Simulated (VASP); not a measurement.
Data:

```
CELL_PARAMETERS angstrom
      0.00000     1.98298     1.98298
      1.98298     0.00000     1.98298
      1.98298     1.98298     0.00000
ATOMIC_POSITIONS crystal
  Pt 0.00000 0.00000 0.00000
```

All values below come from PBE GGA, VASP's PBE PAW potentials (set 64) (plane waves; VASP). Settings: 400 eV cut-off, 14×14×14 Γ-centred mesh, first-order Methfessel-Paxton smearing of 0.10 eV, potentials Pt.

Unless said otherwise, spin-orbit coupling is left out, though it shifts the bands of the heavy elements here.

**Question.** What does the run give for the energy per atom (σ→0), band gap (on the k-mesh) with the smallest direct gap where there is one?

**Answer.** 
```
Quantity                                                    Result
------------------------  ----------------------------------------
band gap (on the k-mesh)  none (metal, semimetal or under 0.01 eV)
energy per atom (σ→0)                       -589.0 kJ/mol of atoms
```

The absolute energy has meaning only against runs of the same code, potentials and settings.

The compound is Pt in the fcc structure. It was relaxed first. The start is the result of an earlier pass.
